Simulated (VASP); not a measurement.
Method: PBE GGA, VASP's PBE PAW potentials (set 64) (plane waves; VASP 6.6.1).

The input files of a VASP run:

### POSCAR
```
PtS2
1
    1.7531920000    -3.0933310000     0.0000000000
    1.7531920000     3.0933310000     0.0000000000
    0.0000000000     0.0000000000     5.0249290000
Pt S
1 2
Direct
  0.0000000000   0.0000000000   0.0000000000
  0.3333330000   0.6666670000   0.2300000000
  0.6895910000   0.3562570000   0.7700000000
```

### KPOINTS
```
Regular mesh
0
G
 8 8 5
```

### INCAR
```
# general
SYSTEM =PtS2
PREC   =Accurate
ENCUT  =400
LREAL  =.False.
LASPH  =.True.

# electronic loop
EDIFF  =1E-6
NELM   =100
ALGO   =Normal
LMAXMIX=6

# smearing
ISMEAR =0
SIGMA  =0.05

# functional
GGA    =PE

# ions
ISIF   =2

# output
LWAVE  =.False.
LCHARG =.False.
```

POTCAR, in this order: Pt S (PBE.64 set). Program: vasp_std.

The resulting files:

### OSZICAR
```
       N       E                     dE             d eps       ncg     rms          rms(c)
DAV:   1     0.984723120171E+02    0.98472E+02   -0.91638E+03  5124   0.105E+03
DAV:   2    -0.124572159158E+02   -0.11093E+03   -0.10824E+03  6226   0.223E+02
DAV:   3    -0.165857360595E+02   -0.41285E+01   -0.41136E+01  6162   0.478E+01
DAV:   4    -0.166302038368E+02   -0.44468E-01   -0.44458E-01  6352   0.537E+00
DAV:   5    -0.166310461412E+02   -0.84230E-03   -0.84228E-03  6358   0.700E-01    0.205E+01
DAV:   6    -0.154562581831E+02    0.11748E+01   -0.78656E+00  4937   0.292E+01    0.131E+01
DAV:   7    -0.152676512318E+02    0.18861E+00   -0.13243E+00  4930   0.126E+01    0.633E+00
DAV:   8    -0.152464960228E+02    0.21155E-01   -0.71076E-02  5959   0.209E+00    0.127E+00
DAV:   9    -0.152418074256E+02    0.46886E-02   -0.14878E-02  5847   0.138E+00    0.206E-01
DAV:  10    -0.152420714739E+02   -0.26405E-03   -0.16343E-03  6260   0.308E-01    0.107E-01
DAV:  11    -0.152421172931E+02   -0.45819E-04   -0.66118E-05  6144   0.664E-02    0.366E-02
DAV:  12    -0.152421195810E+02   -0.22879E-05   -0.15415E-05  6211   0.394E-02    0.964E-03
DAV:  13    -0.152421208920E+02   -0.13110E-05   -0.12135E-06  5006   0.950E-03    0.376E-03
DAV:  14    -0.152421211663E+02   -0.27425E-06   -0.31019E-07  3641   0.440E-03
   1 F= -.15242121E+02 E0= -.15242121E+02  d E =-.351409E-13
```

### OUTCAR
```
------------------------ aborting loop because EDIFF is reached ----------------------------------------
  FORCE on cell =-STRESS in cart. coord.  units (eV):
  Direction    XX          YY          ZZ          XY          YZ          ZX
  --------------------------------------------------------------------------------------
  Total        4.5840213      3.2494931      3.3322076      0.6939914      0.4869766      1.1581365
  in kB      134.7539197     95.5235396     97.9550496     20.4008771     14.3153800     34.0450943
  external PRESSURE =     109.4108363 kB  Pullay stress =       0.0000000 kB
  volume of cell :       54.50
      direct lattice vectors                 reciprocal lattice vectors
     1.753192000 -3.093331000  0.000000000     0.285194092 -0.161638053  0.000000000
     1.753192000  3.093331000  0.000000000     0.285194092  0.161638053  0.000000000
     0.000000000  0.000000000  5.024929000     0.000000000  0.000000000  0.199007787
 POSITION                                       TOTAL-FORCE (eV/Angst)
 -----------------------------------------------------------------------------------
      0.00000      0.00000      0.00000         0.841613      0.067223      0.076656
      1.75319      1.03111      1.15573         0.120056      0.152800      1.083645
      1.83357     -1.03111      3.86920        -0.961669     -0.220023     -1.160301
 -----------------------------------------------------------------------------------
    total drift:                                0.000139      0.000001      0.000009
  FREE ENERGIE OF THE ION-ELECTRON SYSTEM (eV)
  ---------------------------------------------------
  free  energy   TOTEN  =       -15.2421211663 eV

  energy  without entropy=      -15.2421211663  energy(sigma->0) =      -15.24212117
```
(Selected blocks of OUTCAR.)

The compound is PtS2 in the 1T layered structure. The cell was not relaxed at this level, atoms are displaced from their ideal sites. The run is one of a series of settings (KPOINTS 8×8×5 Γ-centred mesh against the base run), some of them coarse on purpose.
